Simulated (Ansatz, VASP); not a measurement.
## One calculation of GaGe3, two programs

```
Ge Ga
1.0
     4.27847    0.00000    0.00000
     0.00000    4.27847    0.00000
     0.00000    0.00000    4.27847
Ge Ga
3 1
Direct
  0.50060 0.49937 0.99202
  0.51509 0.99312 0.49466
  0.01245 0.49265 0.49997
  0.00368 0.00652 0.00590
```

Change from the starting cell: atoms moved at random, drawn with an rms of 0.05 Å.

Alike in both runs: task single point; functional PBEsol; k mesh 6 × 6 × 6; occupations fermi-dirac, width 0.05 eV; no spin polarisation.

```csv
,VASP,Ansatz
version,VASP 6.6.1,Ansatz 0.2.0
potentials or method,"VASP PAW PBE potentials, release 64 (Ge_d, Ga_d)",Ansatz PAW
plane-wave cutoff (eV),520,420
valence electrons in the cell,55,55
```

|  | VASP | Ansatz | Ansatz less VASP |
| --- | --- | --- | --- |
| gap on the k mesh at the Fermi level (eV) | none | none | - |
| pressure (GPa) | -3.4 | -3.4 | +0.02 |
| largest component of the traceless stress (GPa) | 0.05 | 0.05 | -0.001 |
| rms of the force components (eV/Å) | 0.046 | 0.046 | 0.0000 |

Atom by atom the forces differ by 0.000 eV/Å (rms over components). A gap of «none» marks a metal or a gap that the smearing closes. The functional is the same, so the differences come from potentials, cutoffs and numerics.

Caveats: the PAW data sets were made with another functional, which shifts forces and pressure a little (VASP); the PAW data sets come from PBE, with cores solved anew for the run's functional, which leaves a small shift of forces and pressure (Ansatz).
